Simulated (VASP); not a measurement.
# GeHOF: screened Coulomb integrals of an active space by constrained RPA

GeHOF, molecule in box, 4 atoms in the cell.

| Functional | Screened U within a state, mean (eV) | Screened U' between states, mean (eV) | Screened J (eV) | Bare U within a state, mean (eV) | Bare U' between states, mean (eV) | Time (s) |
|---|---|---|---|---|---|---|
| LDA | 7.75 | 7.15 | 0.56 | 9.94 | 8.96 | 146 |
| PBE | 7.71 | 7.11 | 0.55 | 9.90 | 8.91 | 141 |
| r2SCAN | 7.98 | 7.37 | 0.61 | 10.02 | 9.04 | 445 |
| PBE0 | 8.15 | 7.54 | 0.71 | 9.85 | 8.97 | 197 |
| HSE06 | 8.00 | 7.41 | 0.70 | 9.87 | 8.98 | 187 |

Limits: the cutoff lies under the usual one of these potentials, so the numbers hold a basis-set error; the periodic box is only 6.61 Å wide at its narrowest and no larger one was tried.

## Input of the first row

INCAR.step1:
```
ALGO     = Normal         # electronic algorithm
EDIFF    = 1E-7           # SCF threshold, eV
ENCUT    = 420            # plane-wave cutoff, eV
GGA      = CA             # functional
ISMEAR   = -1             # smearing method
LASPH    = T              # aspherical terms in the spheres
LCHARG   = F              # write CHGCAR
LWAVE    = T              # write WAVECAR
NELM     = 150            # most SCF steps
PREC     = Accurate       # precision mode
SIGMA    = 0.02           # smearing width, eV
```

INCAR.step2, as INCAR.step1 but for:
```
- ALGO = Normal
- NELM = 150
+ ALGO = Exact
+ LOPTICS = T
+ NBANDS = 134
+ NELM = 1
```

INCAR.step3:
```
ALGO     = CRPA           # electronic algorithm
ENCUT    = 420            # plane-wave cutoff, eV
ENCUTGW  = 90             # cutoff of the response function
GGA      = CA             # functional
ISMEAR   = -1             # smearing method
LASPH    = T              # aspherical terms in the spheres
LCHARG   = F              # write CHGCAR
LOCALIZED_BASIS= BLOCH        
LWAVE    = F              # write WAVECAR
NBANDS   = 136            # bands
NCRPA_BANDS= 14 15        
NTARGET_STATES= 14 15        
PREC     = Accurate       # precision mode
PRECFOCK = Fast         
SIGMA    = 0.02           # smearing width, eV
```

KPOINTS:
```
k-points
0
Gamma
  1 1 1
```

POSCAR:
```
GeHOF
1.0
    7.1600000000      0.0000000000      0.0000000000
    0.0000000000      6.6100000000      0.0000000000
    0.0000000000      0.0000000000      6.7200000000
O Ge F H
1 1 1 1
Direct
    0.3493994400      0.5744932000      0.4497544600
    0.4094273800      0.3880786800      0.6278645900
    0.6506005600      0.3781240600      0.5731026800
    0.4538547500      0.6218759400      0.3721354100
```

Commands (each step's output is kept before the next begins):
```
cat potpaw_LDA.64/O_GW/POTCAR potpaw_LDA.64/Ge_d_GW/POTCAR potpaw_LDA.64/F_GW/POTCAR potpaw_LDA.64/H_GW/POTCAR > POTCAR
cp INCAR.step1 INCAR
mpirun -np 4 vasp_std > vasp.out
cp INCAR.step2 INCAR
mpirun -np 4 vasp_std > vasp.out
cp INCAR.step3 INCAR
mpirun -np 4 vasp_std > vasp.out
```

Changes of the last row against the first:
```
(all steps)
- GGA = CA
+ GGA = PE
+ LHFCALC = True
+ HFSCREEN = 0.2
- cat potpaw_LDA.64/O_GW/POTCAR potpaw_LDA.64/Ge_d_GW/POTCAR potpaw_LDA.64/F_GW/POTCAR potpaw_LDA.64/H_GW/POTCAR > POTCAR
+ cat potpaw_PBE.64/O_GW/POTCAR potpaw_PBE.64/Ge_d_GW/POTCAR potpaw_PBE.64/F_GW/POTCAR potpaw_PBE.64/H_GW/POTCAR > POTCAR
```

VASP 6.6.1 took 146 s on 4 cores (Intel Xeon Platinum 8488C (Sapphire Rapids)), a shared host.
